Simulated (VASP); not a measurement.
Data:

```
Se
1.0
    2.22870    -3.86022     0.00000
    2.22870     3.86022     0.00000
    0.00000     0.00000     5.04900
Se
3
Cartesian
  0.50146   0.86855   3.36600
  3.45449   0.00000   0.00000
  0.50146  -0.86855   1.68300
```

Level of theory: PBE GGA, VASP's PBE PAW potentials (set 64) (plane waves; VASP). Run with 400 eV cut-off, 5×5×4 Γ-centred mesh, Gaussian smearing of 0.050 eV, potentials Se.

Question: Estimate the energy per atom (σ→0), largest force.

Answer: 
* **energy per atom (σ→0)**: -3.502 eV/atom
* **largest force**: 0.130 eV/Å

Total energies compare only between runs with the same potentials, cut-off and functional.

The compound is Se in the trig structure. The cell was not relaxed at this level.
